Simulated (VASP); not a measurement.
Consider the following.

```
CELL_PARAMETERS angstrom
      0.00000     3.24916     3.24916
      3.24916     0.00000     3.24916
      3.24916     3.24916     0.00000
ATOMIC_POSITIONS crystal
  Te 0.50000 0.50000 0.50000
  Pb 0.00000 0.00000 0.00000
```

Level of theory: r2SCAN+rVV10, VASP's PBE PAW potentials (set 64) (plane waves; VASP 6.6.1). Run with 520 eV cut-off, 7×7×7 Γ-centred mesh, Gaussian smearing of 0.050 eV, potentials Te Pb_d.

Predict the energy per atom (σ→0).

- energy per atom (σ→0): -41.072 eV/atom

The compound is PbTe in the rock salt structure. It was relaxed first.
